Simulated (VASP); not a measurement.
Computed with r2SCAN meta-GGA, VASP's PBE PAW potentials (set 64) (plane waves; VASP).

Input for VASP

KPOINTS:
```
kpoints
0
gamma
  16 16 16
0 0 0
```

File KPOINTS_OPT:
```
k-points along high-symmetry lines
7
Line-mode
Reciprocal
  0.000000   0.000000   0.000000 ! GAMMA
  0.000000   0.000000   0.500000 ! X

  0.000000   0.000000   0.500000 ! X
 -0.500000   0.500000   0.500000 ! M

 -0.500000   0.500000   0.500000 ! M
  0.000000   0.000000   0.000000 ! GAMMA

  0.000000   0.000000   0.000000 ! GAMMA
  0.417459   0.417459  -0.417459 ! Z

 -0.417459   0.582541   0.417459 ! Z_0
 -0.500000   0.500000   0.500000 ! M

  0.000000   0.000000   0.500000 ! X
  0.250000   0.250000   0.250000 ! P

  0.250000   0.250000   0.250000 ! P
  0.000000   0.500000   0.000000 ! N

  0.000000   0.500000   0.000000 ! N
  0.000000   0.000000   0.000000 ! GAMMA
```

File POSCAR:
```
Sn
1
   -2.0269259564     2.0269259564     1.6585933454
    2.0269259564    -2.0269259564     1.6585933454
    2.0269259564     2.0269259564    -1.6585933454
Sn
1
Direct
  0.0000000000   0.0000000000   0.0000000000
```

INCAR:
```
! general
SYSTEM  = Sn
PREC    = Accurate
ENCUT   = 400
LREAL   = .False.
LASPH   = .True.

! electronic loop
EDIFF   = 1E-7
NELM    = 100
ALGO    = Normal
LMAXMIX = 4
LMIXTAU = .True.

! smearing
ISMEAR  = -5

! functional
METAGGA = R2SCAN

! ions
ISIF    = 2

! output
LWAVE   = .False.
LCHARG  = .False.
LORBIT  = 11
NEDOS   = 601
```

POTCAR, in this order: Sn_d (PBE.64 set). Program: vasp_std.

The resulting files:

**OUTCAR**
```
 ion  position               nearest neighbor table
   1  0.000  0.000  0.000-
  LATTYP: Found a body centered tetragonal cell.
 ALAT       =     4.0538519128
 C/A-ratio  =     0.8182801844
 Subroutine PRICEL returns:
 Original cell was already a primitive cell.
 Subroutine GETGRP returns: Found 16 space group operations
The static configuration has the point symmetry D_4h.
The dynamic configuration has the point symmetry D_4h.
 Subroutine INISYM returns: Found 16 space group operations
 Subroutine IBZKPT returns following result:
 Found    349 irreducible k-points:

 Following reciprocal coordinates:
            Coordinates               Weight
  0.000000  0.000000  0.000000      1.000000
  0.062500  0.000000  0.000000      8.000000
  0.125000  0.000000  0.000000      8.000000
  0.187500  0.000000 -0.000000      8.000000
  0.250000  0.000000  0.000000      8.000000
  0.312500  0.000000 -0.000000      8.000000
  0.375000  0.000000 -0.000000      8.000000
  0.437500  0.000000 -0.000000      8.000000
  0.500000  0.000000  0.000000      4.000000
  0.062500  0.062500  0.000000      8.000000
  0.125000  0.062500 -0.000000     16.000000
  0.187500  0.062500  0.000000     16.000000
  0.250000  0.062500 -0.000000     16.000000
  0.312500  0.062500 -0.000000     16.000000
  0.375000  0.062500 -0.000000     16.000000
  0.437500  0.062500  0.000000     16.000000
  0.500000  0.062500 -0.000000     16.000000
 -0.437500  0.062500  0.000000     16.000000
 -0.375000  0.062500  0.000000     16.000000
 -0.312500  0.062500  0.000000     16.000000
 -0.250000  0.062500  0.000000     16.000000
 -0.187500  0.062500  0.000000     16.000000
 -0.125000  0.062500 -0.000000     16.000000
 -0.062500  0.062500  0.000000      4.000000
  0.125000  0.125000  0.000000      8.000000
  0.187500  0.125000 -0.000000     16.000000
  0.250000  0.125000 -0.000000     16.000000
  0.312500  0.125000 -0.000000     16.000000
  0.375000  0.125000  0.000000     16.000000
  0.437500  0.125000 -0.000000     16.000000
  0.500000  0.125000 -0.000000     16.000000
 -0.437500  0.125000  0.000000     16.000000
 -0.375000  0.125000  0.000000     16.000000
 -0.312500  0.125000  0.000000     16.000000
 -0.250000  0.125000 -0.000000     16.000000
 -0.187500  0.125000 -0.000000     16.000000
 -0.125000  0.125000  0.000000      4.000000
  0.187500  0.187500 -0.000000      8.000000
  0.250000  0.187500 -0.000000     16.000000
  0.312500  0.187500 -0.000000     16.000000
   k-points           NKPTS =    349   k-points in BZ     NKDIM =    349   number of bands    NBANDS=     11
   number of dos      NEDOS =    601   number of ions     NIONS =      1
   total plane-waves  NPLWV =  13824
   dimension x,y,z NGX =    24 NGY =   24 NGZ =   24
   dimension x,y,z NGXF=    48 NGYF=   48 NGZF=   48
   ions per type =               1
   PREC   = accura    normal or accurate (medium, high low for compatibility)
   ISTART =      0    job   : 0-new  1-cont  2-samecut
   ICHARG =      2    charge: 1-file 2-atom 10-const
   ISPIN  =      1    spin polarized calculation?
   LNONCOLLINEAR =      F non collinear calculations
   LSORBIT =      F    spin-orbit coupling
   INIWAV =      1    electr: 0-lowe 1-rand  2-diag
   ENCUT  =  400.0 eV  29.40 Ry    5.42 a.u.   5.40  5.40  5.40*2*pi/ulx,y,z
   NELM   =    100;   NELMIN=  2; NELMDL= -5     # of ELM steps
   EDIFF  = 0.1E-06   stopping-criterion for ELM
   LREAL  =      F    real-space projection
   NLSPLINE    = F    spline interpolate recip. space projectors
   LMAXMIX     =    4 max onsite mixed and CHGCAR
...
```

### OSZICAR
```
       N       E                     dE             d eps       ncg     rms          rms(c)
DAV:   1     0.446672376591E+02    0.44667E+02   -0.67201E+03  7864   0.165E+03
DAV:   2    -0.225621848626E+02   -0.67229E+02   -0.65792E+02  7939   0.308E+02
DAV:   3    -0.265519742893E+02   -0.39898E+01   -0.39706E+01  8814   0.728E+01
DAV:   4    -0.266378127189E+02   -0.85838E-01   -0.85814E-01  8843   0.115E+01
DAV:   5    -0.266413091168E+02   -0.34964E-02   -0.34967E-02  9649   0.217E+00    0.229E+00
DAV:   6    -0.244021614972E+02    0.22391E+01   -0.66172E-01  8875   0.178E+01    0.105E+00
DAV:   7    -0.244845551375E+02   -0.82394E-01   -0.10376E-01  7804   0.516E+00    0.728E-01
DAV:   8    -0.244966768564E+02   -0.12122E-01   -0.75622E-02  7765   0.246E+00    0.115E-01
DAV:   9    -0.245157231340E+02   -0.19046E-01   -0.11018E-02  8017   0.100E+00    0.419E-02
DAV:  10    -0.245156960872E+02    0.27047E-04   -0.27052E-04  8838   0.157E-01    0.351E-02
DAV:  11    -0.245161193980E+02   -0.42331E-03   -0.64818E-04  8386   0.428E-01    0.205E-02
DAV:  12    -0.245161044775E+02    0.14920E-04   -0.64701E-05  7942   0.946E-02    0.145E-02
DAV:  13    -0.245161578815E+02   -0.53404E-04   -0.21555E-05  8662   0.738E-02    0.651E-03
DAV:  14    -0.245161733526E+02   -0.15471E-04   -0.21061E-05  8628   0.778E-02    0.165E-03
DAV:  15    -0.245161721440E+02    0.12087E-05   -0.93108E-07  8326   0.137E-02    0.120E-03
DAV:  16    -0.245161709127E+02    0.12313E-05   -0.85855E-07  8026   0.113E-02    0.637E-04
DAV:  17    -0.245161710231E+02   -0.11039E-06   -0.86100E-08  6011   0.461E-03    0.180E-04
DAV:  18    -0.245161708346E+02    0.18849E-06   -0.20129E-08  4259   0.167E-03    0.109E-04
DAV:  19    -0.245161708836E+02   -0.48969E-07   -0.42480E-09  4037   0.108E-03
   1 F= -.24516171E+02 E0= -.24516171E+02  d E =0.000000E+00
       N       E                     dE             ncg
```

**OUTCAR**
```
------------------------ aborting loop because EDIFF is reached ----------------------------------------
  FORCE on cell =-STRESS in cart. coord.  units (eV):
  Direction    XX          YY          ZZ          XY          YZ          ZX
  --------------------------------------------------------------------------------------
  Total       -0.0115644     -0.0115644      0.0211324      0.0000000      0.0000000      0.0000000
  in kB       -0.6797660     -0.6797660      1.2421752      0.0000000      0.0000000      0.0000000
  external PRESSURE =      -0.0391189 kB  Pullay stress =       0.0000000 kB
  volume of cell :       27.26
      direct lattice vectors                 reciprocal lattice vectors
    -2.026925956  2.026925956  1.658593345     0.000000000  0.246678966  0.301460271
     2.026925956 -2.026925956  1.658593345     0.246678966  0.000000000  0.301460271
     2.026925956  2.026925956 -1.658593345     0.246678966  0.246678966  0.000000000
 POSITION                                       TOTAL-FORCE (eV/Angst)
 -----------------------------------------------------------------------------------
      0.00000      0.00000      0.00000         0.000000     -0.000000     -0.000000
 -----------------------------------------------------------------------------------
    total drift:                               -0.000000      0.000000      0.000000
  FREE ENERGIE OF THE ION-ELECTRON SYSTEM (eV)
  ---------------------------------------------------
  free  energy   TOTEN  =       -24.5161708836 eV

  energy  without entropy=      -24.5161708836  energy(sigma->0) =      -24.51617088

 total charge

# of ion       s       p       d       tot
------------------------------------------
    1        1.257   0.942   9.970  12.169
```
(Selected blocks of OUTCAR.)

For a metal the tetrahedron method with Blöchl corrections gives inexact stress and forces.

The structure comes from a computed database's Sn entry (I4/mmm); how it stands against other phases isn't given here. It was relaxed first.
